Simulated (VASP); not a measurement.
TaAs:

```xyz
4
Lattice="-1.7218 1.7218 5.8679 1.7218 -1.7218 5.8679 1.7218 1.7218 -5.8679" Properties=species:S:1:pos:R:3 pbc="T T T"
Ta    1.7218    0.0000    5.8676
Ta    0.0000    0.0000    8.8015
As    1.7218    0.0000    0.9698
As    0.0000    0.0000    3.9037
```

The cell is a database's computed one.

Base run:

- Program: VASP 6.6.1
- Functional: r2SCAN
- Potentials or basis: VASP PAW PBE potentials, release 64 (Ta_pv, As)
- Cutoff: 520 eV
- k mesh: 13 × 13 × 13
- Occupations: fermi-dirac, width 0.05 eV
- Spin: no spin polarisation

Its results: band gap on the k mesh none (metal or under the smearing width); pressure 0.0 GPa.

**Question.** The run is repeated on the same cell with these changes: functional from r2SCAN to PBEsol; cutoff from 520 eV to 700 eV. What comes out?

**Answer.** Band gap on the k mesh none (metal or under the smearing width); pressure -3.2 GPa.

Caveats: the PAW data sets were made with another functional, which shifts forces and pressure a little.

Not every run made on this cell is shown here.
